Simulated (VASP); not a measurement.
Given:

```
ZrS2
1.0
    1.84688    -3.19889     0.00000
    1.84688     3.19889     0.00000
    0.00000     0.00000     5.88353
Zr S
1 2
Direct
  0.00000   0.00000   0.00000
  0.33333   0.66667   0.25011
  0.66667   0.33333   0.74989
```

Calculation: optB86b-vdW, VASP's PBE PAW potentials (set 64) (plane waves; VASP 6.6.1). Settings: 520 eV cut-off, 7×7×4 Γ-centred mesh, Gaussian smearing of 0.050 eV, potentials Zr_sv S.

### Question
The ions and cell shape at fixed volume are relaxed. What does this cell relax into?

### Answer

```
ZrS2
1.0
    1.83460    -3.17761     0.00000
    1.83460     3.17761     0.00000
    0.00000     0.00000     5.96257
Zr S
1 2
Direct
  0.00000   0.00000   0.00000
  0.33333   0.66667   0.24430
  0.66667   0.33333   0.75570
```
Space group P-3m1 (164), at a tolerance of 0.03 Å.

### Question
How much energy does the relaxation gain?

### Answer
The energy (σ→0) changes by -4.1 meV/atom, in 6 ionic steps.

| step | E(σ→0) (eV) | max force (eV/Å) | pressure (GPa) | volume (Å³) |
|---|---|---|---|---|
| 1 | -16.1479 | 0.307 | -2.76 | 69.52 |
| 2 | -16.1555 | 0.157 | -1.99 | 69.52 |
| 3 | -16.1588 | 0.021 | -1.05 | 69.52 |
| 4 | -16.1588 | 0.030 | -1.00 | 69.52 |
| 5 | -16.1600 | 0.011 | -0.89 | 69.52 |
| 6 | -16.1602 | 0.001 | -0.83 | 69.52 |

The compound is ZrS2 in the 1T layered structure. This cell is one point of a volume scan, at 1.03 of the reference volume. Symmetry was kept, so distortions that lower it aren't found.
